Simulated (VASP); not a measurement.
# Cs2RuC2NCl3O5 (P1) in VASP: a series of runs

One crystal, Cs2RuC2NCl3O5, is run at these levels: LDA; tasks: single point.

Everything below comes from runs of VASP 6.6.1. Logs are shortened: lines on timing, memory, paths and dates and some standing lists are left out, and cuts for length are marked.

## (1) Starting point

The typed cell holds 28 atoms: a = 6.987 Å, b = 7.444 Å, c = 13.004 Å, α = 87.54°, β = 80.05°, γ = 67.76°.

## (2) Single point, LDA

The input, INCAR:

```
PREC = Accurate
ENCUT = 520
EDIFF = 1E-7
ISMEAR = -1
SIGMA = 0.05
LREAL = Auto
LASPH = T
NELM = 80
ALGO = Fast
ISIF = 2
LWAVE = F
LCHARG = F
GGA = CA
NBANDS = 116
```

The input, KPOINTS:

```
Automatic mesh
0
Gamma
  2 1 1
```

The input, POSCAR:

```
Cs2RuC2NCl3O5
1.0
    6.9866940000      0.0000000000      0.0000000000
    2.8172410000      6.8903710000      0.0000000000
    2.2474760000     -0.3158860000     12.8049140000
Cs Ru C N Cl O
4 2 4 2 6 10
Direct
    0.3192963282      0.8458852373      0.0818748177
    0.6823370512      0.1531456262      0.9086511631
    0.5707587166      0.6661541894      0.6456427587
    0.4340716895      0.3306243212      0.3571675686
    0.1908687905      0.3036562185      0.7100789587
    0.8078458019      0.6933682802      0.2974639267
    0.8850292283      0.5816198140      0.8594122538
    0.1106507898      0.4242519062      0.1302781104
    0.0953915319      0.5928791055      0.8751796381
    0.8952604015      0.4200242636      0.1273339282
    0.1218696354      0.1702354249      0.6242291045
    0.8835259627      0.8172158768      0.3786827463
    0.2414699862      0.0512372163      0.8317666171
    0.7508204727      0.9609792996      0.1684275271
    0.5769003566      0.1763269324      0.6288913772
    0.4542131272      0.8227551910      0.3785812228
    0.1199871386      0.5826073030      0.5976221316
    0.8581342164      0.4308180968      0.3938019420
    0.0603454104      0.0706303427      0.5849238816
    0.9182293137      0.9253860436      0.4246885219
    0.8915226532      0.4424324082      0.8022623190
    0.1020283690      0.5518727697      0.1969322090
    0.2522284506      0.4640821566      0.8170613251
    0.7454059479      0.5448556951      0.1869594751
    0.1250936162      0.6793196622      0.9442156347
    0.8604885809      0.3177295231      0.0686142835
    0.7149315882      0.6890637281      0.9069877392
    0.2863813826      0.3101718803      0.0804066314
```

Potentials or basis: VASP PAW LDA potentials, release 64 (Cs_sv, Ru_pv, C, N, Cl, O).

Started as:

```bash
$ cat potpaw_LDA.64/Cs_sv/POTCAR potpaw_LDA.64/Ru_pv/POTCAR potpaw_LDA.64/C/POTCAR potpaw_LDA.64/N/POTCAR potpaw_LDA.64/Cl/POTCAR potpaw_LDA.64/O/POTCAR > POTCAR
$ mpirun -np 1 vasp_std > vasp.out
```

OUTCAR:

```text
PREC = Accurate
   ENCUT = 520
   EDIFF = 1E-7
   ISMEAR = -1
   LREAL = Auto
   LASPH = T
   NELM = 80
   ISIF = 2
   GGA = CA

 ion  position               nearest neighbor table
   1  0.319  0.846  0.082-
   2  0.682  0.153  0.909-
   3  0.571  0.666  0.646-
   4  0.434  0.331  0.357-
   5  0.191  0.304  0.710-  11 1.76  23 2.07  21 2.12  13 2.37  17 2.43  15 2.54
   6  0.808  0.693  0.297-  12 1.70  24 2.05  22 2.14  18 2.22  16 2.35  14 2.51
   7  0.885  0.582  0.859-  27 1.23  21 1.28   9 1.55
   8  0.111  0.424  0.130-  28 1.28  22 1.29  10 1.52
   9  0.095  0.593  0.875-  25 1.22  23 1.29   7 1.55
  10  0.895  0.420  0.127-  26 1.21  24 1.27   8 1.52
  11  0.122  0.170  0.624-  19 1.16   5 1.76
  12  0.884  0.817  0.379-  20 1.14   6 1.70
  13  0.241  0.051  0.832-   5 2.37
  14  0.751  0.961  0.168-   6 2.51
  15  0.577  0.176  0.629-   5 2.54
  16  0.454  0.823  0.379-   6 2.35
  17  0.120  0.583  0.598-   5 2.43
  18  0.858  0.431  0.394-   6 2.22
  19  0.060  0.071  0.585-  11 1.16
  20  0.918  0.925  0.425-  12 1.14
  21  0.892  0.442  0.802-   7 1.28   5 2.12
  22  0.102  0.552  0.197-   8 1.29   6 2.14
  23  0.252  0.464  0.817-   9 1.29   5 2.07
  24  0.745  0.545  0.187-  10 1.27   6 2.05
  25  0.125  0.679  0.944-   9 1.22
  26  0.860  0.318  0.069-  10 1.21
  27  0.715  0.689  0.907-   7 1.23
  28  0.286  0.310  0.080-   8 1.28

  Warning from LATTYP: Got some problem with cell dimensions!
  Tried to take original basis but could not verify dimensions!
  LATTYP: Found a triclinic cell.
 ALAT       =     7.4440620208
 B/A-ratio  =     3.8536295665
 C/A-ratio  =     1.0818914319
 COS(alpha) =     0.0071548952
 COS(beta)  =     0.5959911419
 COS(gamma) =     0.7227958694

  Lattice vectors:

 A1 = (  -2.8172410000,  -6.8903710000,   0.0000000000)
 A2 = ( -21.8553460000, -13.4648560000, -12.8049140000)
 A3 = (   4.1694530000,  -6.8903710000,   0.0000000000)

Analysis of symmetry for initial positions (statically):
=====================================================================
 Subroutine PRICEL returns:
 Original cell was already a primitive cell.

 Routine SETGRP: Setting up the symmetry group for a
 triclinic supercell.

 Subroutine GETGRP returns: Found  1 space group operations
 (whereof  1 operations were pure point group operations)
 out of a pool of  2 trial point group operations.

The static configuration has the point symmetry C_1 .

Analysis of symmetry for dynamics (positions and initial velocities):
=====================================================================
 Subroutine PRICEL returns:
 Original cell was already a primitive cell.

 Routine SETGRP: Setting up the symmetry group for a
 triclinic supercell.

 Subroutine GETGRP returns: Found  1 space group operations
 (whereof  1 operations were pure point group operations)
 out of a pool of  2 trial point group operations.

The dynamic configuration has the point symmetry C_1 .

 Subroutine INISYM returns: Found  1 space group operations
 (whereof  1 operations are pure point group operations),
 and found     1 'primitive' translations

----------------------------------------------------------------------------------------

                                     Primitive cell

  volume of cell :     616.4403

  direct lattice vectors                    reciprocal lattice vectors
     6.986694000  0.000000000  0.000000000     0.143129211 -0.058520721 -0.026565219
     2.817241000  6.890371000  0.000000000     0.000000000  0.145130066  0.003580231
     2.247476000 -0.315886000 12.804914000     0.000000000  0.000000000  0.078095019

  length of vectors
     6.986694000  7.444062021 13.004489797     0.156896006  0.145174220  0.078095019

  position of ions in fractional coordinates (direct lattice)
     0.319296328  0.845885237  0.081874818
     0.682337051  0.153145626  0.908651163
     0.570758717  0.666154189  0.645642759
     0.434071690  0.330624321  0.357167569
     0.190868790  0.303656219  0.710078959
     0.807845802  0.693368280  0.297463927
[... 20 lines left out ...]
     0.714931588  0.689063728  0.906987739
     0.286381383  0.310171880  0.080406631

  ion indices of the primitive-cell ions
   primitive index   ion index
                 1           1
                 2           2
                 3           3
                 4           4
                 5           5
                 6           6
[... 20 lines left out ...]
                27          27
                28          28

----------------------------------------------------------------------------------------

 KPOINTS: Automatic mesh

Automatic generation of k-mesh.
 Grid dimensions read from file:
 generate k-points for:    2    1    1

 Generating k-lattice:

  Cartesian coordinates                     Fractional coordinates (reciprocal lattice)
     0.071564606 -0.029260361 -0.013282609     0.500000000 -0.000000000 -0.000000000
     0.000000000  0.145130066  0.003580231     0.000000000  1.000000000 -0.000000000
     0.000000000  0.000000000  0.078095019     0.000000000  0.000000000  1.000000000

  Length of vectors
     0.078448003  0.145174220  0.078095019

  Shift w.r.t. Gamma in fractional coordinates (k-lattice)
     0.000000000  0.000000000  0.000000000

 Subroutine IBZKPT returns following result:
 ===========================================

 Found      2 irreducible k-points:

 Following reciprocal coordinates:
            Coordinates               Weight
  0.000000  0.000000  0.000000      1.000000
  0.500000  0.000000  0.000000      1.000000
   k-points           NKPTS =      2   k-points in BZ     NKDIM =      2   number of bands    NBANDS=    116
   number of dos      NEDOS =    301   number of ions     NIONS =     28
   total plane-waves  NPLWV = 296352
   dimension x,y,z NGX =    54 NGY =   56 NGZ =   98
   dimension x,y,z NGXF=   108 NGYF=  112 NGZF=  196
   ions per type =               4   2   4   2   6  10
   NGX,Y,Z   is equivalent  to a cutoff of  12.85, 12.51, 12.53 a.u.
   NGXF,Y,Z  is equivalent  to a cutoff of  25.70, 25.01, 25.06 a.u.
 SYSTEM =  unknown system
   PREC   = accura    normal or accurate (medium, high low for compatibility)
   ISTART =      0    job   : 0-new  1-cont  2-samecut
   ICHARG =      2    charge: 1-file 2-atom 10-const
   ISPIN  =      1    spin polarized calculation?
   LNONCOLLINEAR =      F non collinear calculations
   LSORBIT =      F    spin-orbit coupling
   LASPH  =      T    aspherical Exc in radial PAW
   ENCUT  =  520.0 eV  38.22 Ry    6.18 a.u.  12.99 13.84 24.18*2*pi/ulx,y,z
   NELM   =     80;   NELMIN=  2; NELMDL= -5     # of ELM steps
   EDIFF  = 0.1E-06   stopping-criterion for ELM
   LREAL  =      T    real-space projection
   EDIFFG = 0.1E-05   stopping-criterion for IOM
   NSW    =      0    number of steps for IOM
   IBRION =     -1    ionic relax: 0-MD 1-quasi-New 2-CG
   NFREE  =      0    steps in history (QN), initial steepest desc. (CG)
   ISIF   =      2    stress and relaxation
   ISYM   =      2    0-nonsym 1-usesym 2-fastsym
   POTIM  = 0.5000    time-step for ionic-motion
   TEBEG  =    0.0;   TEEND  =   0.0 temperature during run
   PSTRESS=    0.0 pullay stress
   NELECT =     192.0000    total number of electrons
   NUPDOWN=      -1.0000    fix difference up-down
   EMIN   =  10.00;   EMAX   =-10.00  energy-range for DOS
   EFERMI =   0.00;   METHOD = LEGACY
   ISMEAR =    -1;   SIGMA  =   0.05  broadening in eV -4-tet -1-fermi 0-gaus
   EFERMI_NEDOS =   21; number of points for ismear=-14 and -15
   IALGO  =     68    algorithm
   IMIX   =      4    mixing-type and parameters
     AMIX     =   0.40;   BMIX     =  1.00
     AMIX_MAG =   1.60;   BMIX_MAG =  1.00
  volume/ion in A,a.u.               =      22.02       148.57
  Fermi-wavevector in a.u.,A,eV,Ry     =   1.109715  2.097058 16.755140  1.231468
  Thomas-Fermi vector in A             =   2.246258
   LORBIT       =      0    0 simple, 1 ext, 2 COOP (PROOUT), +10 PAW based schemes
   GGA     = CA    functional components
   LHFCALC =     F    Hartree Fock is set to
   AEXX    =    0.0000 exact exchange contribution
   IVDW    =     0    specifies the selected vdW correction
   LEPSILON=     F    determine dielectric tensor
   LRPA    =     F    only Hartree local field effects (RPA)
 non-spin polarized calculation
 RMM-DIIS sequential band-by-band and
  energy-cutoff  :      520.00
  volume of cell :      616.44
 maximum number of plane-waves:     16644
 NGX is ok and might be reduce to    54
   NGX = 25   NGY = 27   NGZ = 49

 number of electron     191.9999992 magnetization

 Free energy of the ion-electron system (eV)
  ---------------------------------------------------
  ext. energy  EPLUGINS =         0.00000000
  ---------------------------------------------------
  free energy    TOTEN  =      -186.09525328 eV

  energy without entropy =     -186.09524854  energy(sigma->0) =     -186.09525091

 E-fermi :   0.9496     XC(G=0):  -8.5765

 val. band max:        0.2989544946   @ k =   0.0000   0.0000   0.0000
 cond. band min:       1.5875236081   @ k =   0.0000   0.0000   0.0000
 fundamental gap:      1.2885691135
 Fermi energy:         0.9495628389

 k-point     1 :       0.0000    0.0000    0.0000
  band No.  band energies     occupation
      1     -43.6066      2.00000
      2     -43.5904      2.00000
      3     -42.6476      2.00000
      4     -42.6255      2.00000
      5     -42.5694      2.00000
      6     -42.5482      2.00000
[... 100 lines left out ...]
    107       4.8459      0.00000
    108       5.6441      0.00000

 k-point     2 :       0.5000    0.0000    0.0000
  band No.  band energies     occupation
      1     -43.6066      2.00000
      2     -43.5904      2.00000
      3     -42.6476      2.00000
      4     -42.6255      2.00000
      5     -42.5694      2.00000
      6     -42.5482      2.00000
[... 100 lines left out ...]
    107       5.4470      0.00000
    108       5.7538      0.00000
 [bands above 108 left out]

------------------------ aborting loop because EDIFF is reached ----------------------------------------

  FORCE on cell =-STRESS in cart. coord.  units (eV):
  Direction    XX          YY          ZZ          XY          YZ          ZX
  --------------------------------------------------------------------------------------
  -------------------------------------------------------------------------------------
  Total      -14.3516727     -2.9002747    -11.3302112      3.9502851      1.1659779      2.3860891
  in kB      -37.3011403     -7.5380448    -29.4481212     10.2671055      3.0304695      6.2016356
  external PRESSURE =     -24.7624354 kB  Pullay stress =       0.0000000 kB

 VOLUME and BASIS-vectors are now :
 -----------------------------------------------------------------------------
  energy-cutoff  :      520.00
  volume of cell :      616.44
      direct lattice vectors                 reciprocal lattice vectors
     6.986694000  0.000000000  0.000000000     0.143129211 -0.058520721 -0.026565219
     2.817241000  6.890371000  0.000000000     0.000000000  0.145130066  0.003580231
     2.247476000 -0.315886000 12.804914000     0.000000000  0.000000000  0.078095019

 POSITION                                       TOTAL-FORCE (eV/Angst)
 -----------------------------------------------------------------------------------
      4.79790      5.80260      1.04840         0.019902      0.014463     -0.012656
      7.24090      0.76820     11.63520        -0.013522      0.059621      0.233716
      7.31550      4.38610      8.26740        -0.056721     -0.006386      0.133174
      4.76690      2.16530      4.57350        -0.073481      0.007739     -0.227162
      3.78490      1.86800      9.09250         0.307957      0.482025     -0.965257
      8.26610      4.68360      3.80900         0.134777      0.030449     -3.052774
[... 20 lines left out ...]
      8.97470      4.46140     11.61390         0.228153      0.824976      0.404796
      3.05540      2.11180      1.02960        -2.280126      1.527635      1.025620
 -----------------------------------------------------------------------------------
    total drift:                               -0.010944      0.018737     -0.011717

  FREE ENERGIE OF THE ION-ELECTRON SYSTEM (eV)
  ---------------------------------------------------
  free  energy   TOTEN  =      -186.0952532781 eV

  energy  without entropy=     -186.0952485439  energy(sigma->0) =     -186.09525091
```

Wall time 4.5 min (1 thread of AMD EPYC 9R14 (Zen 4), shared host); peak memory 0.54 GiB.

What came out:

| Quantity | Value |
| --- | --- |
| Free energy | -186.0953 eV |
| Pressure | -2.5 GPa |
| Largest force | 3.056 eV/Å |
| Band gap on the k mesh | 1.29 eV, direct |

Forces on the atoms (eV/Å):
```
Cs   0.020  0.014 -0.013
Cs  -0.014  0.060  0.234
Cs  -0.057 -0.006  0.133
Cs  -0.073  0.008 -0.227
Ru   0.308  0.482 -0.965
Ru   0.135  0.030 -3.053
C   -0.468  0.746  1.013
C    2.171 -1.678 -0.456
C   -0.099 -1.546  0.036
C    0.274 -0.208 -1.043
N    0.601  0.415  1.875
N   -1.366 -0.247 -1.142
Cl   0.146  0.157 -0.317
Cl  -0.031 -0.606  0.829
Cl  -1.228  0.487  0.535
Cl   0.284 -0.162 -0.069
Cl   0.107 -0.520  0.521
Cl  -0.006 -1.186  0.766
O    0.125  0.079 -0.379
O    1.640  1.241  1.349
O    1.134 -1.050 -1.608
O   -0.208  0.471  0.862
O   -0.290 -1.150 -1.629
O   -0.493  1.863  2.075
O   -0.536  1.133  0.248
O   -0.025 -1.181 -1.005
O    0.228  0.825  0.405
O   -2.280  1.528  1.026
```

Stress tensor (GPa, compression positive):
```
-3.73  1.03  0.62
 1.03 -0.75  0.30
 0.62  0.30 -2.94
```

Caveat: the k mesh is coarse (spacing up to 0.91 Å⁻¹), so the values aren't converged; the standard files for N, O and F lose accuracy on very short bonds; spin-orbit coupling is left out, which moves the levels of the heavy elements; an odd mesh through Γ misses points on the zone boundary, where band edges often lie; forces of over 1 eV/Å show positions far from the minimum, so gaps and moduli don't describe the material at rest.

[end of part 1 of 2]
